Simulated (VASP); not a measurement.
Calculation: PBE GGA, VASP's PBE PAW potentials (set 64) (plane waves; VASP).

A VASP calculation is set up with these files.

File KPOINTS:
```
K-points
0
gamma
9 9 9
0 0 0
```

### INCAR
```
! general
SYSTEM   =  Mn
PREC     =  Accurate
ENCUT    =  300
LREAL    =  .False.   ! projection in real space or not
LASPH    =  .True.   ! aspherical one-centre terms

! electronic loop
EDIFF    =  1E-6   ! SCF stop (eV)
NELM     =  100   ! most electronic steps
ALGO     =  Normal   ! blocked Davidson
LMAXMIX  =  4   ! l cut-off of mixed one-centre charges

! smearing
ISMEAR   =  0   ! Gaussian
SIGMA    =  0.1

! functional
GGA      =  PE   ! PBE

! spin
ISPIN    =  2   ! spin-polarised
MAGMOM   =  4.0 4.0

! ions
ISIF     =  2   ! forces and stress, cell fixed

! output
LWAVE    =  .False.
LCHARG   =  .False.
LORBIT   =  11
```

**POSCAR**
```
Mn
2.6144440
  0.0000000000   1.0000000000   1.0000000000
  1.0000000000   0.0000000000   1.0000000000
  1.0000000000   1.0000000000   0.0000000000
Mn
2
Cartesian
  1.5000000000   1.5000000000   1.5000000000
  1.0000000000   1.0000000000   1.0000000000
```

POTCAR, in this order: Mn_pv (PBE.64 set). Program: vasp_std.

Q: What will the output report for the number of irreducible k-points (NKPTS), largest plane-wave count, number of space-group operations, FFT grid (NGX, NGY, NGZ)?

A: 
The number of irreducible k-points (NKPTS) comes out as 35 and the largest plane-wave count is 436. The number of space-group operations is 48 and the FFT grid (NGX, NGY, NGZ) comes out as 24 × 24 × 24.

The structure was generated: Mn was put into an ordered model structure, which need not be its known phase. The cell was not relaxed at this level.
